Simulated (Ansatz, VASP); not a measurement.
# Cross-check of ZrB2 between VASP and Ansatz

One calculation is typed for both programs; each brings its own data sets. How far apart do they land? The cell is taken from a series of runs on this material, whose earlier steps may have relaxed, scaled, displaced or heated it; both programs get it as it stands.

Method: plane waves, with VASP 6.6.1 beside it; relaxation of cell and atoms at PBE and zone-centre phonons at PBE, in Ansatz 0.2.0.

### 1. Starting point

Symmetry: P6/mmm, No. 191, hexagonal system. The conventional cell has a = 3.172 Å, b = 3.172 Å, c = 3.541 Å, α = 90.00°, β = 90.00°, γ = 120.00°. Nearest to Zr lie 12 B at 2.55 Å. Nearest to B lie 3 B at 1.83 Å and 6 Zr at 2.55 Å. Farther neighbours are not listed.

As a file:

```xyz
3
Lattice="3.1717 0.0000 0.0000 -1.5858 2.7468 0.0000 0.0000 0.0000 3.5412" Properties=species:S:1:pos:R:3 pbc="T T T"
Zr    0.0000    0.0000    0.0000
B     0.0000    1.8312    1.7706
B     1.5858    0.9156    1.7706
```

### 2. VASP: relaxation of cell and atoms, PBE

The relaxed volume is the usual yardstick between codes: in a stiff, nearly cubic crystal its relative difference is about their pressure difference at one cell divided by the bulk modulus.

Lines of VASP's logs that name or quote its potential files are left out, and so is its time.

Input file INCAR:

```
SYSTEM = ZrB2
PREC = Accurate
ENCUT = 500
EDIFF = 1E-07
NELM = 120
ISMEAR = 1
SIGMA = 0.2
LREAL = .FALSE.
ALGO = Normal
GGA = PE
NBANDS = 15
LASPH = .TRUE.
LORBIT = 11
LWAVE = .FALSE.
LCHARG = .FALSE.
ISIF = 3
IBRION = 2
NSW = 80
EDIFFG = -0.005
GGA_COMPAT = .FALSE.
NELMIN = 4
KPAR = 2
```

Input file POSCAR:

```
ZrB2
1.0
    3.1716860000      0.0000000000      0.0000000000
   -1.5858430000      2.7467600000      0.0000000000
    0.0000000000      0.0000000000      3.5412030000
Zr B
1 2
Direct
    0.0000000000      0.0000000000      0.0000000000
    0.3333333333      0.6666666667      0.5000000000
    0.6666666667      0.3333333333      0.5000000000
```

Input file KPOINTS:

```
Automatic mesh
0
Gamma
18 18 14
0 0 0
```

The projector-augmented-wave data sets are Zr_sv and B (PBE family, release 64).

Started as:

```sh
mpirun -np 2 vasp_std
```

Numbers of over 12 decimals in the logs are rounded to 6 here.

The log of the run:

```text
[banner, memory and clock lines left out]
running    2 mpi-ranks, on    1 nodes
 distrk:  each k-point on    1 cores,    2 groups
 distr:  one band on    1 cores,    1 groups

 POSCAR found type information on POSCAR ZrB
 POSCAR found :  2 types and       3 ions
 LDA part: xc-table for (Slater+PW92), standard interpolation
 POSCAR, INCAR and KPOINTS ok, starting setup
 FFT: planning ... GRIDC
 FFT: planning ... GRID_SOFT
 FFT: planning ... GRID
 WAVECAR not read
 entering main loop
       N       E                     dE             d eps       ncg     rms          rms(c)
DAV:   1     0.100834158508E+03    0.10083E+03   -0.95445E+03  8880   0.116E+03
DAV:   2    -0.234339490533E+02   -0.12427E+03   -0.11989E+03 11267   0.299E+02
DAV:   3    -0.275967878018E+02   -0.41628E+01   -0.41443E+01 14524   0.471E+01
DAV:   4    -0.276591052247E+02   -0.62317E-01   -0.62311E-01 10260   0.531E+00
DAV:   5    -0.276606370423E+02   -0.15318E-02   -0.15318E-02 13732   0.550E-01    0.213E+01
DAV:   6    -0.250148475763E+02    0.26458E+01   -0.63607E+00 11085   0.172E+01    0.860E+00
DAV:   7    -0.249785530327E+02    0.36295E-01   -0.70983E-01 13044   0.530E+00    0.313E+00
DAV:   8    -0.249813233445E+02   -0.27703E-02   -0.95351E-02 10789   0.263E+00    0.515E-01
DAV:   9    -0.249774282799E+02    0.38951E-02   -0.20192E-02 11408   0.108E+00    0.193E-01
DAV:  10    -0.249771968237E+02    0.23146E-03   -0.13091E-03 10508   0.342E-01    0.403E-02
DAV:  11    -0.249772063104E+02   -0.94867E-05   -0.61904E-05 12474   0.762E-02    0.112E-02
DAV:  12    -0.249772047730E+02    0.15374E-05   -0.30324E-06 11288   0.123E-02    0.414E-03
DAV:  13    -0.249772047858E+02   -0.12790E-07   -0.26651E-07  9457   0.480E-03
   1 F= -.24977205E+02 E0= -.24977022E+02  d E =-.249772E+02
 curvature:   0.00 expect dE= 0.000E+00 dE for cont linesearch  0.000E+00
 trial: gam= 0.00000 g(F)=  0.211E-45 g(S)=  0.377E-04 ort = 0.000E+00 (trialstep = 0.100E+01)
 search vector abs. value=  0.377E-04
 bond charge predicted
       N       E                     dE             d eps       ncg     rms          rms(c)
DAV:   1    -0.249773846053E+02   -0.17983E-03   -0.58840E-03 10114   0.762E-01    0.173E-01
DAV:   2    -0.249772185949E+02    0.16601E-03   -0.47426E-04 10571   0.231E-01    0.442E-02
DAV:   3    -0.249771982665E+02    0.20328E-04   -0.12291E-04 13866   0.815E-02    0.173E-02
DAV:   4    -0.249771999993E+02   -0.17328E-05   -0.59656E-06 13745   0.164E-02    0.864E-03
DAV:   5    -0.249772009379E+02   -0.93863E-06   -0.53110E-06 14161   0.133E-02    0.565E-03
DAV:   6    -0.249772006417E+02    0.29621E-06   -0.16580E-07 10940   0.359E-03    0.190E-03
DAV:   7    -0.249772004579E+02    0.18376E-06   -0.46103E-08  5434   0.181E-03    0.471E-04
DAV:   8    -0.249772004298E+02    0.28176E-07   -0.10795E-08  4657   0.877E-04
   2 F= -.24977200E+02 E0= -.24977018E+02  d E =0.435604E-05
 trial-energy change:    0.000004  1 .order    0.000003   -0.000038    0.000044
 step:   0.4380(harm=  0.4638)  dis= 0.00000  next Energy=   -24.977213 (dE=-0.813E-05)
 bond charge predicted
       N       E                     dE             d eps       ncg     rms          rms(c)
DAV:   1    -0.249772702318E+02   -0.69774E-04   -0.18596E-03 10151   0.428E-01    0.974E-02
DAV:   2    -0.249772152650E+02    0.54967E-04   -0.14939E-04 10567   0.129E-01    0.248E-02
DAV:   3    -0.249772087343E+02    0.65307E-05   -0.38983E-05 13909   0.460E-02    0.975E-03
DAV:   4    -0.249772106052E+02   -0.18709E-05   -0.18922E-06 13730   0.922E-03    0.485E-03
DAV:   5    -0.249772122305E+02   -0.16253E-05   -0.16775E-06 14121   0.745E-03    0.317E-03
DAV:   6    -0.249772126014E+02   -0.37091E-06   -0.45045E-08  7067   0.201E-03    0.104E-03
DAV:   7    -0.249772127444E+02   -0.14307E-06   -0.22749E-08  4888   0.122E-03    0.232E-04
DAV:   8    -0.249772127444E+02    0.00000E+00   -0.51676E-09  4538   0.538E-04
   3 F= -.24977213E+02 E0= -.24977030E+02  d E =-.795864E-05
 curvature:  -0.23 expect dE=-0.146E-06 dE for cont linesearch -0.203E-07
 trial: gam=-0.03142 g(F)=  0.137E-45 g(S)=  0.633E-06 ort = 0.182E-05 (trialstep = 0.888E+00)
 search vector abs. value=  0.556E-06
 reached required accuracy - stopping structural energy minimisation
```

OUTCAR, selected parts (step 2):

```text
ion  position               nearest neighbor table
   1  0.000  0.000  0.000-   2 2.55   2 2.55   3 2.55   3 2.55   2 2.55   3 2.55   2 2.55   3 2.55
                             3 2.55   3 2.55   2 2.55   2 2.55
   2  0.333  0.667  0.500-   3 1.83   3 1.83   3 1.83   1 2.55   1 2.55   1 2.55   1 2.55   1 2.55
                             1 2.55
   3  0.667  0.333  0.500-   2 1.83   2 1.83   2 1.83   1 2.55   1 2.55   1 2.55   1 2.55   1 2.55
                             1 2.55

  LATTYP: Found a hexagonal cell.
 ALAT       =     3.1716860000
 C/A-ratio  =     1.1165049125

 Subroutine GETGRP returns: Found 24 space group operations
 (whereof 24 operations were pure point group operations)

The static configuration has the point symmetry D_6h.

 Found    296 irreducible k-points:

   k-points           NKPTS =    296   k-points in BZ     NKDIM =    296   number of bands    NBANDS=     15

   dimension x,y,z NGX =    24 NGY =   24 NGZ =   28
   dimension x,y,z NGXF=    48 NGYF=   48 NGZF=   56

   ENCUT  =  500.0 eV  36.75 Ry    6.06 a.u.   5.78  5.78  6.46*2*pi/ulx,y,z

   NELECT =      18.0000    total number of electrons

 k-points in reciprocal lattice and weights: Automatic mesh
   0.00000000  0.00000000  0.00000000       0.000
   0.05555556  0.00000000  0.00000000       0.001
   0.11111111  0.00000000  0.00000000       0.001
   0.16666667  0.00000000  0.00000000       0.001
   0.22222222 -0.00000000  0.00000000       0.001
   0.27777778  0.00000000  0.00000000       0.001
   0.33333333  0.00000000  0.00000000       0.001
   0.38888889 -0.00000000  0.00000000       0.001
   0.44444444 -0.00000000  0.00000000       0.001
[...]
0.33333333  0.27777778  0.50000000       0.003
   0.33333333  0.33333333  0.50000000       0.000

 average (electrostatic) potential at core
       1 -72.8942       2 -22.0897       3 -22.0897

 E-fermi :  10.5480

 k-point     1 :       0.0000    0.0000    0.0000
  band No.  band energies     occupation
    ...
      5      -2.2330      2.00000
      6       7.8715      2.00000
      7       7.8715      2.00000
      8       7.9032      2.00000
      9       8.1159      2.00000
     10      13.8662     -0.00000
     11      13.8662     -0.00000
     12      14.6242      0.00000
     13      14.6242      0.00000
     14      15.3410      0.00000
    ...

 k-point     2 :       0.0556    0.0000    0.0000
  band No.  band energies     occupation
    ...
      5      -2.1711      2.00000
      6       7.6822      2.00000
      7       7.8731      2.00000
      8       7.9644      2.00000
      9       8.0463      2.00000
     10      13.8268     -0.00000
     11      13.9697     -0.00000
     12      14.1827     -0.00000
     13      14.3300     -0.00000
     14      15.6231      0.00000
    ...

 k-point     3 :       0.1111    0.0000    0.0000
  band No.  band energies     occupation
    ...
      5      -1.9886      2.00000
      6       7.1810      2.00000
      7       7.8601      2.00000
      8       7.8708      2.00000
      9       8.1302      2.00000
     10      13.4825     -0.00000
     11      13.7163     -0.00000
     12      13.9682     -0.00000
     13      14.2188     -0.00000
     14      16.3114      0.00000
    ...

  Total       -0.0017455     -0.0017455      0.0057666      0.0000000      0.0000000      0.0000000
  in kB       -0.0906000     -0.0906000      0.2993057      0.0000000      0.0000000      0.0000000
  external PRESSURE =       0.0393685 kB  Pullay stress =       0.0000000 kB

  energy-cutoff  :      500.00
  volume of cell :       30.87
      direct lattice vectors                 reciprocal lattice vectors
     3.172226477  0.000000000  0.000000000     0.315236005  0.182001635  0.000000000
    -1.586113238  2.747228066 -0.000000000    -0.000000000  0.364003270  0.000000000
     0.000000000 -0.000000000  3.542056807    -0.000000000  0.000000000  0.282321841

 POSITION                                       TOTAL-FORCE (eV/Angst)
 -----------------------------------------------------------------------------------
     -1.58611      2.74723      3.54206         0.000000      0.000000     -0.000000
     -0.00000      1.83149      1.77103         0.000000      0.000000      0.000000
      1.58611      0.91574      1.77103        -0.000000     -0.000000     -0.000000
 -----------------------------------------------------------------------------------
    total drift:                               -0.000000      0.000000      0.000000

  FREE ENERGIE OF THE ION-ELECTRON SYSTEM (eV)
  ---------------------------------------------------
  free  energy   TOTEN  =       -24.9772127444 eV

  energy  without entropy=      -24.9766654676  energy(sigma->0) =      -24.97703032

 reached required accuracy - stopping structural energy minimisation

 total charge
# of ion       s       p       d       tot
------------------------------------------
    1        2.167   6.029   1.765   9.961
    2        0.664   1.237   0.000   1.901
    3        0.664   1.237   0.000   1.901
--------------------------------------------------
tot          3.495   8.503   1.765  13.763

[... 3 further parts left out ...]
```

CONTCAR:

```
ZrB2
   1.00000000000000
     3.1722264766478281    0.0000000000000000    0.0000000000000000
    -1.5861132383239140    2.7472280661754778   -0.0000000000000000
     0.0000000000000000   -0.0000000000000000    3.5420568069214204
  Zr              B
     1     2
Direct
     0.0000000000000000    1.0000000000000000    1.0000000000000000
     0.3333333332999970    0.6666666667000030    0.5000000000000000
     0.6666666667000030    0.3333333332999970    0.5000000000000000
```

The run keeps the 24 symmetry operations of its start, so it cannot find a distortion of lower symmetry.

### 3. Ansatz: relaxation of cell and atoms, PBE

Ansatz runs on its PAW soft_1 files.

The same cell, functional, mesh and smearing now go to Ansatz, which takes its cutoff from its data sets.

Input file input.yaml:

```yaml
crystal:
  lattice:
    - [3.1716855818, 0.0, 0.0]
    - [-1.5858427909, 2.7467602866, 0.0]
    - [0.0, 0.0, 3.5412025346]
  atoms:
    - { symbol: Zr, position: [0.0, 0.0, 0.0] }
    - { symbol: B, position: [0.3333333333, 0.6666666667, 0.5] }
    - { symbol: B, position: [0.6666666667, 0.3333333333, 0.5] }
kpoints:
  mp_grid: { grid: [18, 18, 14] }
hamiltonian:
  xc: pbe
  pseudopotentials: { kind: paw, azcp: { folder: soft_1 } }
scf:
  occupations: { method: methfessel_paxton, width: 0.2 }
output:
  forces: true
  stress: true
  eigenvalues: true
relax:
  adjacent_minimum: "off"
  f_tol: 0.001
  max_steps: 60
  cell: { stress_tol: 0.01 }
```

Started as:

```sh
ansatz run input.yaml --threads 4 --pin off --max-ram 15360MiB --backend cpu --events-out ev --progress --plain --runs-dir out
```

The log of the run:

```text
Engine: ansatz 0.2.0, aarch64-unknown-linux-gnu
Pseudopotentials: kind: paw
Pseudopotential: Zr, paw, valence charge 12, recommended cutoff 420 eV (normal), soft_1/Zr.paw.azcp
Pseudopotential: B, paw, valence charge 3, recommended cutoff 420 eV (normal), soft_1/B.paw.azcp
Functional definition: PBE
  parameter kappa = 0.804
  parameter beta = 0.066725
  exchange = pbe_x(kappa = kappa, mu = beta*pi^2/3)
  correlation = pbe_c(beta = beta)
Crystal: 3 atoms, lattice volume = 30.850 Å³
Basis set: ecut = 420 eV, 575 PW (Γ), exchange–correlation on 48×48×48 points (8 copies of the dense FFT grid, shifted against one another)
Bands: 13, of which v1, the nominal top of the filled ones, is band 9 counted from 1 (8 counted from 0)
Symmetry: 24 space group operations
Space group: P6/mmm (ITA 191), of the structure as read, at distance tolerance 3.1e-5 Å
k-points: 296 of 4536
Non-local potential: Zr, projectors of the file, l = 0: 3, l = 1: 2, l = 2: 2, l = 3: 1
Non-local potential: B, projectors of the file, l = 0: 2, l = 1: 2, l = 2: 1
PAW form: soft (Blöchl's): semilocal exchange-correlation on the pseudo side does not see the compensation charge
PAW one-centre angular grid: Zr, 590 points (default); XC on 64 Gauss nodes
PAW one-centre angular grid: B, 110 points (default); XC on 64 Gauss nodes
Initial density: superposition of atomic densities (chi_scale 0.1, normalization cell, long waves kept (reshape's long-wave potential 0.00 eV rms))
Initial wavefunctions: pseudopotential atomic-orbital guess
Functional: x = pbe(κ = 0.804, μ = 0.219515), c = pbe(β = 0.066725)
SCF iter   1: F=—  HF=-4499.306536 eV  |F-HF|=—  |Δ(HF+E_count)|=         —  Δρ=5.67e-2  dr2=1.86e0  ethr=3.10e-3  ⟨swp⟩=4.9  Hψ=18536  notcnv=0
preconditioner: auto → none  [metal: Δε(μ)=0.038 eV  Ē_g=17.008 eV  σ=0.200 eV  W_gap=0.16  n_scr=8 (ndim 8)  ℏωp=26.7 eV  f_vac=0.000  D(μ)=0.41/eV (n_scr^D=0)  sad-step TF]
SCF iter   2: F=—  HF=-4498.858823 eV  |F-HF|=—  |Δ(HF+E_count)|=   4.48e-1  S|Δr|=    0.00e0  Δρ=2.81e-2  dr2=4.07e-1  ethr=3.10e-3  ⟨swp⟩=2.3  Hψ=7816  notcnv=0
SCF iter   3: F=—  HF=-4498.745434 eV  |F-HF|=—  |Δ(HF+E_count)|=   1.13e-1  S|Δr|=    0.00e0  Δρ=2.70e-3  dr2=1.92e-3  ethr=2.26e-3  ⟨swp⟩=2.1  Hψ=6556  notcnv=0
SCF iter   4: F=—  HF=-4498.745838 eV  |F-HF|=—  |Δ(HF+E_count)|=   4.04e-4  S|Δr|=    0.00e0  Δρ=4.33e-4  dr2=4.68e-5  ethr=1.06e-5  ⟨swp⟩=2.1  Hψ=8489  notcnv=0
SCF iter   5: F=—  HF=-4498.745861 eV  |F-HF|=—  |Δ(HF+E_count)|=   2.30e-5  S|Δr|=    0.00e0  Δρ=6.04e-5  dr2=7.72e-7  ethr=2.60e-7  ⟨swp⟩=2.0  Hψ=5491  notcnv=0
SCF iter   6: F=-4498.745861 eV  HF=-4498.745861 eV  |F-HF|=3.13e-9  |Δ(HF+E_count)|=   1.92e-7  S|Δr|=    0.00e0  Δρ=9.21e-6  dr2=1.40e-8  ethr=5.56e-10  ⟨swp⟩=5.4  Hψ=18222  notcnv=0
SCF 1 converged in 6 iterations: F = -4498.745861 eV  dr2 = 1.40e-8
  greatest PAW one-centre occupation: 0.997 electrons in one spin orbital (limit 2), on the Zr atom at site 0 (counted from 0), in its partial waves of l = 0
relax step   1: F+E_penalty+E_count = -4498.74586146 eV  Δ(F+E_penalty+E_count) = +0.000e0 eV  max|allowed force component| = 1.419e-16 eV/Å  Δτ_max = 0.0000 Å  P = -0.003 GPa  Ω = 30.850 Å³  (6 SCF iters, dr2 threshold 1.00e-7 eV, accepted)
[...]
relax step   2: F+E_penalty+E_count = -4498.74586124 eV  Δ(F+E_penalty+E_count) = +2.187e-7 eV  max|allowed force component| = 1.234e-16 eV/Å  Δτ_max = 0.0000 Å  P = -0.005 GPa  Ω = 30.851 Å³  energy of the carried Pulay correction = -2.765e-7 eV  (3 SCF iters, dr2 threshold 3.40e-10 eV, accepted)
[...]
relax step   3: F+E_penalty+E_count = -4498.74586160 eV  Δ(F+E_penalty+E_count) = -3.608e-7 eV  max|allowed force component| = 5.551e-17 eV/Å  Δτ_max = 0.0000 Å  P = -0.001 GPa  Ω = 30.850 Å³  energy of the carried Pulay correction = +5.150e-8 eV  (2 SCF iters, dr2 threshold 3.58e-10 eV, accepted)
[...]
relax step   4: F+E_penalty+E_count = -4498.74586206 eV  Δ(F+E_penalty+E_count) = -4.558e-7 eV  max|allowed force component| = 1.049e-16 eV/Å  Δτ_max = 0.0000 Å  P = -0.001 GPa  Ω = 30.850 Å³  stress off target by 1.22e-3 GPa  SCF on the basis re-selected at this cell (its energy is not comparable with the rows above)  (5 SCF iters)
basis re-selected at this cell: Δ(F+E_penalty+E_count) = -4.558e-7 eV, ΔP = +0.000 GPa vs the last step (what re-selecting the basis moved, of the pressure what is left beyond the Pulay correction that the steps carried, after the strain that the cell walked since its last selection, with what the two solves' SCF thresholds leave and, on support functions, any second-order correction that the steps lacked; it is no m [...]
SCF converged after 5 iterations
Stability not checked: this state was not tested for a lower state beside it, because cold or Methfessel-Paxton smearing, or corrected tetrahedra, fill the levels in a way that the test cannot read (fill_not_monotonic; see scf.lower_state_search)
Free energy (F): -4498.745862 eV
Harris-Foulkes:  -4498.745862 eV  (|F-HF|=0.00e0)
Internal energy: -4498.745317 eV  (E = F + TS)
E sigma→0 (E₀):  -4498.745726 eV
Entropy (-TS):   -0.000545 eV (-0.182 meV/atom)
Fermi energy:    15.769692 eV
--- Per-component energies (eV) ---
  E_band       = -26.896801
  E_kinetic    = 418.140713
  E_local      = -529.613786  (includes V_loc(G=0)·N_el)
  E_nonlocal   = 89.301127
  E_hartree    = 179.159874
  E_xc         = -222.862489
  E_vxc        = -263.502734  (∫ρ·V_xc dr)
  E_paw        = -3120.184022  (= ΣΔE_a)
  E_vpaw       = -99.541842  (= ΣTr[D̂ρ^β])
  E_aug_tail   = -0.000011  (compensation charges beyond the density's cutoff)
  E_ewald      = -1312.686722
  E_smearing   = -0.000545  (= −TS)
  E_closure    = -0.000000  (closes the sum)
  Σ components = -4498.745862   (vs F -4498.745862, Δ=0.00e0)
--- Forces (eV/Å), atoms counted from 1 ---
  atom   1  Zr     0.00000000     0.00000000     0.00000000
  atom   2  B      0.00000000     0.00000000     0.00000000
  atom   3  B      0.00000000    -0.00000000     0.00000000
  max |Σ_I F_I| component: 7.40e-17 eV/Å
--- Stress (GPa, compression-positive) ---
       -0.001216       0.000000      -0.000000
        0.000000      -0.001216      -0.000000
       -0.000000      -0.000000      -0.001099
  P = ⅓ Tr σ = -0.0012 GPa (-0.012 kbar)
--- Band table (eV; the first three rows and the last of 296) ---
  k-point 0: bands = [... 5 lower, 13.0908, 13.0908, 13.1243, 13.3404, 19.0876, 19.0876, 19.8446, 19.8446]
  k-point 1: bands = [... 5 lower, 12.4670, 13.1386, 13.1386, 13.9723, 18.6639, 18.6639, 19.6873, 19.6873]
  k-point 2: bands = [... 5 lower, 11.6885, 13.2806, 13.2806, 14.6879, 17.9538, 17.9538, 19.2579, 19.2579]
  k-point 295: bands = [... 5 lower, 6.9732, 10.7723, 13.0328, 13.0328, 19.7562, 21.6824, 21.6824, 22.2312]
--- Relaxed structure (3 steps of the walk, 3 accepted, 1 SCFs on fresh bases) ---
  F+E_penalty+E_count = -4498.74586206 eV   max|allowed force component| = 1.049e-16 eV/Å   (the final SCF, on the basis selected at the relaxed cell)
  cell:  # Å, volume = 30.8504 Å³
    - [3.171616, 0.0, 0.0]
    - [-1.585808, 2.746700, 0.0]
    - [0.0, 0.0, 3.541348]
  atoms:
    - { symbol: Zr, position: [0, 0, 0.0] }
    - { symbol: B, position: [0.333333, 0.666667, 0.5] }
    - { symbol: B, position: [0.666667, 0.333333, 0.5] }
```

Reading the cycles: dr2 is the Hartree energy of the density residual (eV), the measure of convergence; HF is the Harris–Foulkes estimate of the energy, which meets the free energy F at convergence.

### 4. Differences

Known differences besides the potentials themselves: the cutoff is 420 eV in Ansatz and 500 eV in VASP; Ansatz adds a Pulay correction to the stress that steers its cell, VASP none. Total energies have different zeros and are not compared.

Compared:

| quantity | Ansatz | VASP | difference |
| --- | --- | --- | --- |
| volume (Å³) | 30.85 | 30.87 | -0.06 % |
| edge a after relaxation, in the typed setting (Å) | 3.172 | 3.172 | -0.02 % |
| edge c after relaxation, in the typed setting (Å) | 3.541 | 3.542 | -0.02 % |

(Continued in part 2 of 2.)

[Lines on the potential files, build, host, timing and source positions are cut from VASP's logs without a mark.]

[Logs are printed without paths, hosts, clocks, repeated set-up lines and the standing remarks that a program may print on its own settings, such as how far it seeks lower states.]

[Hosts, paths, dates, database ids (printed as entryN), source tags and the programs' standing remarks are cut or masked in the printed files.]
